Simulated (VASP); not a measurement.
# FeB4 (Pnnm) in VASP: single point with LDA

Aim: the single point of FeB4 with LDA.

Program: VASP 6.6.1. These are calculated values, not measurements. Logs are shortened: lines on timing, memory, paths and dates and some standing lists are left out, and cuts for length are marked.

## (1) The cell of the first run

The structure is orthorhombic, space group Pnnm (No. 58). The conventional cell has a = 4.431 Å, b = 5.221 Å, c = 2.965 Å, α = 90.00°, β = 90.00°, γ = 90.00°. Fe (site symmetry 2/m) is surrounded by 12 B at 1.97 to 2.21 Å. B (site symmetry m) is surrounded by 4 B at 1.68 to 1.85 Å. Around B (site symmetry m) lie 4 B at 1.68 to 1.85 Å.

## (2) Single point, LDA (relaxed again under DFT LDA, scalar-relativistic, plane waves, PAW)

File INCAR:

```
SYSTEM = FeB4
PREC = Accurate
ENCUT = 520
EDIFF = 1E-6
ISMEAR = 0
SIGMA = 0.1
LREAL = .False.
LASPH = .True.
NELM = 100
ALGO = Fast
ISIF = 2
LWAVE = .False.
LCHARG = .True.
LELF = .True.
LVHAR = .True.
NBANDS = 31
```

File KPOINTS:

```
Automatic mesh
0
Gamma
  8 8 12
  0 0 0
```

File POSCAR:

```
FeB4
1.0
    4.4311873631      0.0000000000      0.0000000000
    0.0000000000      5.2208048424      0.0000000000
    0.0000000000      0.0000000000      2.9652070688
Fe B
2 8
Direct
    0.0000000000      0.0000000000      0.0000000000
    0.5000000000      0.5000000000      0.5000000000
    0.2502864292      0.3125898350      0.0000000000
    0.7497135708      0.6874101650      0.0000000000
    0.7502864292      0.1874101650      0.5000000000
    0.2497135708      0.8125898350      0.5000000000
    0.3385087369      0.1264048869      0.5000000000
    0.6614912631      0.8735951131      0.5000000000
    0.8385087369      0.3735951131      0.0000000000
    0.1614912631      0.6264048869      0.0000000000
```

Potentials or basis: VASP PAW LDA potentials, release 64 (Fe, B).

Launch:

```
cat potpaw_LDA.64/Fe/POTCAR potpaw_LDA.64/B/POTCAR > POTCAR
mpirun -np 1 vasp_std > vasp.out
```

OUTCAR:

```text
SYSTEM = FeB4
   PREC = Accurate
   ENCUT = 520
   EDIFF = 1E-6
   ISMEAR = 0
   LREAL = .False.
   LASPH = .True.
   NELM = 100
   ISIF = 2

 ion  position               nearest neighbor table
   1  0.000  0.000  0.000-   3 1.97   4 1.97   9 2.08  10 2.08   5 2.09   6 2.09   5 2.09   6 2.09
                             7 2.21   8 2.21   7 2.21   8 2.21
   2  0.500  0.500  0.500-   5 1.97   6 1.97   7 2.08   8 2.08   3 2.09   4 2.09   3 2.09   4 2.09
                             9 2.21  10 2.21   9 2.21  10 2.21
   3  0.250  0.313  0.000-  10 1.68   7 1.82   7 1.82   9 1.85   1 1.97   2 2.09   2 2.09
   4  0.750  0.687  0.000-   9 1.68   8 1.82   8 1.82  10 1.85   1 1.97   2 2.09   2 2.09
   5  0.750  0.187  0.500-   8 1.68   9 1.82   9 1.82   7 1.85   2 1.97   1 2.09   1 2.09
   6  0.250  0.813  0.500-   7 1.68  10 1.82  10 1.82   8 1.85   2 1.97   1 2.09   1 2.09
   7  0.339  0.126  0.500-   6 1.68   3 1.82   3 1.82   5 1.85   8 1.95   2 2.08   1 2.21   1 2.21

   8  0.661  0.874  0.500-   5 1.68   4 1.82   4 1.82   6 1.85   7 1.95   2 2.08   1 2.21   1 2.21

   9  0.839  0.374  0.000-   4 1.68   5 1.82   5 1.82   3 1.85  10 1.95   1 2.08   2 2.21   2 2.21

  10  0.161  0.626  0.000-   3 1.68   6 1.82   6 1.82   4 1.85   9 1.95   1 2.08   2 2.21   2 2.21

  LATTYP: Found a simple orthorhombic cell.
 ALAT       =     2.9652070688
 B/A-ratio  =     1.4943939024
 C/A-ratio  =     1.7606881143

  Lattice vectors:

 A1 = (   0.0000000000,   0.0000000000,   2.9652070688)
 A2 = (   4.4311873631,   0.0000000000,   0.0000000000)
 A3 = (   0.0000000000,   5.2208048424,   0.0000000000)

Analysis of symmetry for initial positions (statically):
=====================================================================
 Subroutine PRICEL returns:
 Original cell was already a primitive cell.

 Routine SETGRP: Setting up the symmetry group for a
 simple orthorhombic supercell.

 Subroutine GETGRP returns: Found  8 space group operations
 (whereof  4 operations were pure point group operations)
 out of a pool of  8 trial point group operations.

The static configuration has the point symmetry C_2h.
 The point group associated with its full space group is D_2h.

Analysis of symmetry for dynamics (positions and initial velocities):
=====================================================================
 Subroutine PRICEL returns:
 Original cell was already a primitive cell.

 Routine SETGRP: Setting up the symmetry group for a
 simple orthorhombic supercell.

 Subroutine GETGRP returns: Found  8 space group operations
 (whereof  4 operations were pure point group operations)
 out of a pool of  8 trial point group operations.

The dynamic configuration has the point symmetry C_2h.
 The point group associated with its full space group is D_2h.

 Subroutine INISYM returns: Found  8 space group operations
 (whereof  4 operations are pure point group operations),
 and found     1 'primitive' translations

----------------------------------------------------------------------------------------

                                     Primitive cell

  volume of cell :      68.5982

  direct lattice vectors                    reciprocal lattice vectors
     4.431187363  0.000000000  0.000000000     0.225673148  0.000000000  0.000000000
     0.000000000  5.220804842  0.000000000     0.000000000  0.191541349  0.000000000
     0.000000000  0.000000000  2.965207069     0.000000000  0.000000000  0.337244576

  length of vectors
     4.431187363  5.220804842  2.965207069     0.225673148  0.191541349  0.337244576

  position of ions in fractional coordinates (direct lattice)
     0.000000000  0.000000000  0.000000000
     0.500000000  0.500000000  0.500000000
     0.250286429  0.312589835  0.000000000
     0.749713571  0.687410165  0.000000000
     0.750286429  0.187410165  0.500000000
     0.249713571  0.812589835  0.500000000
     0.338508737  0.126404887  0.500000000
     0.661491263  0.873595113  0.500000000
     0.838508737  0.373595113  0.000000000
     0.161491263  0.626404887  0.000000000

  ion indices of the primitive-cell ions
   primitive index   ion index
                 1           1
                 2           2
                 3           3
                 4           4
                 5           5
                 6           6
                 7           7
                 8           8
                 9           9
                10          10

----------------------------------------------------------------------------------------

 KPOINTS: Automatic mesh

Automatic generation of k-mesh.
 Grid dimensions read from file:
 generate k-points for:    8    8   12

 Generating k-lattice:

  Cartesian coordinates                     Fractional coordinates (reciprocal lattice)
     0.028209143  0.000000000  0.000000000     0.125000000  0.000000000  0.000000000
     0.000000000  0.023942669  0.000000000     0.000000000  0.125000000  0.000000000
     0.000000000  0.000000000  0.028103715     0.000000000  0.000000000  0.083333333

  Length of vectors
     0.028209143  0.023942669  0.028103715

  Shift w.r.t. Gamma in fractional coordinates (k-lattice)
     0.000000000  0.000000000  0.000000000

 Subroutine IBZKPT returns following result:
 ===========================================

 Found    175 irreducible k-points:

 Following reciprocal coordinates:
            Coordinates               Weight
  0.000000  0.000000  0.000000      1.000000
  0.125000  0.000000  0.000000      2.000000
  0.250000  0.000000  0.000000      2.000000
  0.375000  0.000000  0.000000      2.000000
  0.500000  0.000000  0.000000      1.000000
  0.000000  0.125000  0.000000      2.000000
[... 16 lines left out ...]
  0.250000  0.500000  0.000000      2.000000
  0.375000  0.500000  0.000000      2.000000
 [... further k-points ...]
   k-points           NKPTS =    175   k-points in BZ     NKDIM =    175   number of bands    NBANDS=     31
   number of dos      NEDOS =    301   number of ions     NIONS =     10
   total plane-waves  NPLWV =  34560
   dimension x,y,z NGX =    36 NGY =   40 NGZ =   24
   dimension x,y,z NGXF=    72 NGYF=   80 NGZF=   48
   ions per type =               2   8
   NGX,Y,Z   is equivalent  to a cutoff of  13.51, 12.74, 13.46 a.u.
   NGXF,Y,Z  is equivalent  to a cutoff of  27.01, 25.47, 26.91 a.u.
 SYSTEM =  FeB4
   PREC   = accura    normal or accurate (medium, high low for compatibility)
   ISTART =      0    job   : 0-new  1-cont  2-samecut
   ICHARG =      2    charge: 1-file 2-atom 10-const
   ISPIN  =      1    spin polarized calculation?
   LNONCOLLINEAR =      F non collinear calculations
   LSORBIT =      F    spin-orbit coupling
   LASPH  =      T    aspherical Exc in radial PAW
   ENCUT  =  520.0 eV  38.22 Ry    6.18 a.u.   8.24  9.71  5.51*2*pi/ulx,y,z
   NELM   =    100;   NELMIN=  2; NELMDL= -5     # of ELM steps
   EDIFF  = 0.1E-05   stopping-criterion for ELM
[... 8 lines left out ...]
   TEBEG  =    0.0;   TEEND  =   0.0 temperature during run
   PSTRESS=    0.0 pullay stress
   NELECT =      40.0000    total number of electrons
   NUPDOWN=      -1.0000    fix difference up-down
   EMIN   =  10.00;   EMAX   =-10.00  energy-range for DOS
   EFERMI =   0.00;   METHOD = LEGACY
   ISMEAR =     0;   SIGMA  =   0.10  broadening in eV -4-tet -1-fermi 0-gaus
   EFERMI_NEDOS =   21; number of points for ismear=-14 and -15
   IALGO  =     68    algorithm
   IMIX   =      4    mixing-type and parameters
     AMIX     =   0.40;   BMIX     =  1.00
     AMIX_MAG =   1.60;   BMIX_MAG =  1.00
  volume/ion in A,a.u.               =       6.86        46.29
  Fermi-wavevector in a.u.,A,eV,Ry     =   1.367699  2.584577 25.451077  1.870601
  Thomas-Fermi vector in A             =   2.493729
   LORBIT       =      0    0 simple, 1 ext, 2 COOP (PROOUT), +10 PAW based schemes
   GGA     = CA    functional components
   LHFCALC =     F    Hartree Fock is set to
   AEXX    =    0.0000 exact exchange contribution
   IVDW    =     0    specifies the selected vdW correction
   LEPSILON=     F    determine dielectric tensor
   LRPA    =     F    only Hartree local field effects (RPA)
 non-spin polarized calculation
 RMM-DIIS sequential band-by-band and
 Gauss-broadening in eV      SIGMA  =   0.10
  energy-cutoff  :      520.00
  volume of cell :       68.60
 maximum number of plane-waves:      1876
 NGX is ok and might be reduce to    36
   NGX = 17   NGY = 19   NGZ = 11

 number of electron      40.0000009 magnetization

 Free energy of the ion-electron system (eV)
  ---------------------------------------------------
  ext. energy  EPLUGINS =         0.00000000
  ---------------------------------------------------
  free energy    TOTEN  =       -80.76561032 eV

  energy without entropy =      -80.74765383  energy(sigma->0) =      -80.75663208

 E-fermi :   8.7100     XC(G=0): -13.0609

 val. band max:        8.7099721062   @ k =   0.1250   0.3750   0.0000
 cond. band min:       8.7106812435   @ k =   0.2500   0.0000   0.3333
 fundamental gap:      0.0007091373
 Fermi energy:         8.7100492119

 k-point     1 :       0.0000    0.0000    0.0000
  band No.  band energies     occupation
      1      -7.2392      2.00000
      2      -3.5095      2.00000
      3      -2.9860      2.00000
      4      -1.0757      2.00000
      5      -0.7079      2.00000
      6       0.4879      2.00000
[... 23 lines left out ...]
     30      15.2910      0.00000
     31      15.8468      0.00000

 k-point     2 :       0.1250    0.0000    0.0000
  band No.  band energies     occupation
      1      -7.1413      2.00000
      2      -3.5861      2.00000
      3      -2.9178      2.00000
      4      -1.9783      2.00000
      5       0.0898      2.00000
      6       0.4969      2.00000
[... 740 lines left out ...]
 k-point    24 :       0.3750    0.5000    0.0000
  band No.  band energies     occupation
      1      -5.3099      2.00000
      2      -5.3099      2.00000
      3      -3.7396      2.00000
      4      -3.7396      2.00000
      5       1.3049      2.00000
      6       1.3049      2.00000
[... 23 lines left out ...]
     30      15.2852      0.00000
     31      16.6959      0.00000

 [... further k-points ...]

------------------------ aborting loop because EDIFF is reached ----------------------------------------

  FORCE on cell =-STRESS in cart. coord.  units (eV):
  Direction    XX          YY          ZZ          XY          YZ          ZX
  --------------------------------------------------------------------------------------
  -------------------------------------------------------------------------------------
  Total        0.3510325      0.5177010      0.3394756      0.0000000      0.0000000      0.0000000
  in kB        8.1987069     12.0914115      7.9287834      0.0000000      0.0000000      0.0000000
  external PRESSURE =       9.4063006 kB  Pullay stress =       0.0000000 kB

 VOLUME and BASIS-vectors are now :
 -----------------------------------------------------------------------------
  energy-cutoff  :      520.00
  volume of cell :       68.60
      direct lattice vectors                 reciprocal lattice vectors
     4.431187363  0.000000000  0.000000000     0.225673148  0.000000000  0.000000000
     0.000000000  5.220804842  0.000000000     0.000000000  0.191541349  0.000000000
     0.000000000  0.000000000  2.965207069     0.000000000  0.000000000  0.337244576

 POSITION                                       TOTAL-FORCE (eV/Angst)
 -----------------------------------------------------------------------------------
      0.00000      0.00000      0.00000         0.000000      0.000000      0.000000
      2.21559      2.61040      1.48260         0.000000      0.000000      0.000000
      1.10907      1.63197      0.00000         0.008554      0.011107      0.000000
      3.32212      3.58883      0.00000        -0.008554     -0.011107      0.000000
      3.32466      0.97843      1.48260         0.008554     -0.011107      0.000000
      1.10653      4.24237      1.48260        -0.008554      0.011107      0.000000
      1.50000      0.65994      1.48260         0.010914     -0.016375     -0.000000
      2.93119      4.56087      1.48260        -0.010914      0.016375      0.000000
      3.71559      1.95047      0.00000         0.010914      0.016375     -0.000000
      0.71560      3.27034      0.00000        -0.010914     -0.016375      0.000000
 -----------------------------------------------------------------------------------
    total drift:                                0.000000      0.000000      0.000000

  FREE ENERGIE OF THE ION-ELECTRON SYSTEM (eV)
  ---------------------------------------------------
  free  energy   TOTEN  =       -80.7656103242 eV

  energy  without entropy=      -80.7476538294  energy(sigma->0) =      -80.75663208
```

Run time: 3.9 min. Hardware: 1 thread of Intel Xeon Platinum 8488C (Sapphire Rapids), shared host; peak memory 0.37 GiB.

Results:

- Free energy: -80.7656 eV
- Pressure: 0.9 GPa
- Largest force: 0.020 eV/Å
- Band gap on the k mesh: none (metal or under the smearing width)

Forces in eV/Å, atoms in the order of the input:
```
Fe   0.000  0.000  0.000
Fe   0.000  0.000  0.000
B    0.009  0.011  0.000
B   -0.009 -0.011  0.000
B    0.009 -0.011  0.000
B   -0.009  0.011  0.000
B    0.011 -0.016  0.000
B   -0.011  0.016  0.000
B    0.011  0.016  0.000
B   -0.011 -0.016  0.000
```

Stress tensor (GPa, compression positive):
```
0.82 0.00 0.00
0.00 1.21 0.00
0.00 0.00 0.79
```

Levels at points of the mesh, in eV from the Fermi level:
| k point | band 18 | band 19 | band 20 | band 21 | band 22 | band 23 |
| --- | --- | --- | --- | --- | --- | --- |
| (0.00, 0.00, 0.00) | -2.05 | -1.20 | 0.13 | 0.97 | 1.38 | 2.33 |
| (0.50, 0.00, 0.00) | -1.89 | -0.23 | -0.23 | 0.40 | 0.40 | 1.93 |
| (0.00, 0.50, 0.00) | -1.80 | -0.62 | -0.62 | 0.28 | 0.28 | 2.22 |
| (0.50, 0.50, 0.00) | -2.20 | -1.67 | -1.67 | 0.45 | 0.45 | 1.68 |
| (0.00, 0.00, 0.50) | -2.28 | -0.75 | -0.75 | 0.24 | 0.24 | 0.71 |
| (0.50, 0.00, 0.50) | -2.11 | -0.72 | -0.72 | 0.80 | 0.80 | 0.98 |
| (0.00, 0.50, 0.50) | -3.15 | -0.76 | -0.76 | 0.37 | 0.37 | 1.41 |
| (0.50, 0.50, 0.50) | -2.54 | -0.78 | -0.78 | -0.44 | -0.44 | 2.83 |

Spin polarisation is off, so any magnetic state and its effect on volume and gap are missing.
